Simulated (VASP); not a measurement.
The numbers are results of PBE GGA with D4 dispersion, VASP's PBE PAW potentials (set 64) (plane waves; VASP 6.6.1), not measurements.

VASP ran on this input.

INCAR:
```
SYSTEM = Bi
PREC = Accurate
ENCUT = 520
EDIFF = 1E-7
NELM = 100
ALGO = Normal
LREAL = .FALSE.
LASPH = .TRUE.
ISMEAR = 1
SIGMA = 0.1
GGA = PE
IVDW = 13
LMAXMIX = 4
LWAVE = .FALSE.
LCHARG = .FALSE.
ISIF = 4
IBRION = 2
NSW = 30
EDIFFG = -0.01
```

**POSCAR**
```
Bi
1.0
  4.0885782991  -2.2659239523  -0.0201413964
  4.0885782991   2.2659239523  -0.0201413964
  2.8511318357   0.0000000000   3.7043672627
Bi
2
Cartesian
  2.6163913550  -0.0000000000   0.8692807582
  8.4118970789   0.0000000000   2.7948037117
```

File KPOINTS:
```
Automatic mesh
0
Gamma
10 10 10
0 0 0
```

POTCAR, in this order: Bi_d (PBE.64 set). Program: vasp_std.

Output of the run:

**OSZICAR**
```
       N       E                     dE             d eps       ncg     rms          rms(c)
DAV:   1     0.296412021292E+03    0.29641E+03   -0.16668E+04  4408   0.192E+03
DAV:   2     0.166030986894E+02   -0.27981E+03   -0.27511E+03  4417   0.462E+02
DAV:   3    -0.687714362258E+01   -0.23480E+02   -0.23035E+02  5131   0.156E+02
DAV:   4    -0.770469011479E+01   -0.82755E+00   -0.82543E+00  4900   0.316E+01
DAV:   5    -0.774683375807E+01   -0.42144E-01   -0.42142E-01  6068   0.646E+00    0.100E+00
DAV:   6    -0.774473771906E+01    0.20960E-02   -0.18430E-02  5304   0.159E+00    0.605E-01
DAV:   7    -0.774498373731E+01   -0.24602E-03   -0.12271E-02  5187   0.142E+00    0.113E-01
DAV:   8    -0.774516399514E+01   -0.18026E-03   -0.15416E-03  4777   0.494E-01    0.194E-02
DAV:   9    -0.774517947367E+01   -0.15479E-04   -0.59509E-05  5999   0.734E-02    0.967E-03
DAV:  10    -0.774517751994E+01    0.19537E-05   -0.58469E-06  4935   0.200E-02    0.154E-03
DAV:  11    -0.774517800765E+01   -0.48771E-06   -0.51323E-07  3921   0.577E-03    0.992E-04
DAV:  12    -0.774517796725E+01    0.40402E-07   -0.15191E-07  3643   0.336E-03
   1 F= -.87519595E+01 E0= -.87520140E+01  d E =-.875196E+01
```

**OUTCAR**
```
------------------------ aborting loop because EDIFF is reached ----------------------------------------
  Edisp (eV):   -1.00678
  FORCE on cell =-STRESS in cart. coord.  units (eV):
  Direction    XX          YY          ZZ          XY          YZ          ZX
  --------------------------------------------------------------------------------------
  Total      -0.01027     0.00387     0.00231     0.00000     0.00000    -0.00470
  in kB      -0.23887     0.09010     0.05378     0.00000     0.00000    -0.10930
  external pressure =       -0.03 kB  Pullay stress =        0.00 kB
  volume of cell :       68.90
      direct lattice vectors                 reciprocal lattice vectors
     4.088578299 -2.265923952 -0.020141396     0.121829970 -0.220660539 -0.093768593
     4.088578299  2.265923952 -0.020141396     0.121829970  0.220660539 -0.093768593
     2.851131836  0.000000000  3.704367263     0.001324829  0.000000000  0.268931957
 POSITION                                       TOTAL-FORCE (eV/Angst)
 -----------------------------------------------------------------------------------
      2.61639      0.00000      0.86928        -0.004644      0.000000     -0.001543
      8.41190      0.00000      2.79480         0.004644      0.000000      0.001543
 -----------------------------------------------------------------------------------
    total drift:                               -0.000000      0.000000     -0.000000
  FREE ENERGIE OF THE ION-ELECTRON SYSTEM (eV)
  ---------------------------------------------------
  free  energy   TOTEN  =        -8.7519595002 eV

  energy  without entropy=       -8.7521231054  energy(sigma->0) =       -8.75201404

 reached required accuracy - stopping structural energy minimisation
```
(Selected blocks of OUTCAR.)

The compound is Bi in the a7 structure. It was relaxed first.
